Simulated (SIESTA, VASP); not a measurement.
An input for SIESTA (LDA PW92, numerical atomic orbitals DZP, PseudoDojo LDA standard norm-conserving potentials (rewritten from UPF to PSML)):

```
# files in the folder: Ag.psml Au.psml (PseudoDojo LDA standard)
SystemName  AgAu3
SystemLabel agau3

NumberOfAtoms                4
NumberOfSpecies              2
%block ChemicalSpeciesLabel
  1 47 Ag
  2 79 Au
%endblock ChemicalSpeciesLabel
LatticeConstant              1.0 Ang
%block LatticeVectors
     4.039197000    0.000000000    0.000000000
     0.000000000    4.039197000    0.000000000
     0.000000000    0.000000000    4.039197000
%endblock LatticeVectors
AtomicCoordinatesFormat      Bohr
%block AtomicCoordinatesAndAtomicSpecies
     3.816488047    3.816488047    3.816488047  1
     3.816488047    0.000000000    0.000000000  2
     0.000000000    3.816488047    0.000000000  2
     0.000000000    0.000000000    3.816488047  2
%endblock AtomicCoordinatesAndAtomicSpecies

XC.functional                LDA
XC.authors                   PW92
PAO.BasisSize                DZP
PAO.EnergyShift              0.01 Ry
MeshCutoff                   300 Ry
%block kgrid.MonkhorstPack
    6   0   0  0.0
    0   6   0  0.0
    0   0   6  0.0
%endblock kgrid.MonkhorstPack
OccupationFunction           FD
ElectronicTemperature        1160.45 K

MaxSCFIterations             150
SCF.Mixer.Method             Broyden
SCF.Mixer.Weight             0.25
SCF.Mixer.History            8
SCF.DM.Tolerance             1.0E-05
Diag.ParallelOverK           true
WriteForces                  true
```

Task: Write the VASP files for the same calculation.

Result: One set of files that does it:

### POSCAR
```
AgAu3
1
    4.0391970000     0.0000000000     0.0000000000
    0.0000000000     4.0391970000     0.0000000000
    0.0000000000     0.0000000000     4.0391970000
Ag Au
1 3
Direct
  0.5000000000   0.5000000000   0.5000000000
  0.5000000000   0.0000000000   0.0000000000
  0.0000000000   0.5000000000   0.0000000000
  0.0000000000   0.0000000000   0.5000000000
```

**INCAR**
```
SYSTEM = AgAu3
PREC = Accurate; ENCUT = 300; LREAL = F
LASPH = T
EDIFF = 1E-6; NELM = 100; ALGO = Normal
LMAXMIX = 6
ISMEAR = -1; SIGMA = 0.1
ISIF = 2
LWAVE = F; LCHARG = F
```

KPOINTS:
```
Automatic mesh
0
Gamma
6 6 6
0 0 0
```

POTCAR, in this order: Ag Au (LDA.64 set). Program: vasp_std.

The two runs describe the same crystal, functional and task. Each code takes its own potentials, basis and convergence tests.

VASP's LDA is the Perdew-Zunger fit; the other code's may be Perdew-Wang, which differs slightly.

The structure comes from a computed database's AgAu3 entry (Pm-3m); how it stands against other phases isn't given here. The cell was not relaxed at this level, and its volume differs by -5.9 % from the start's.
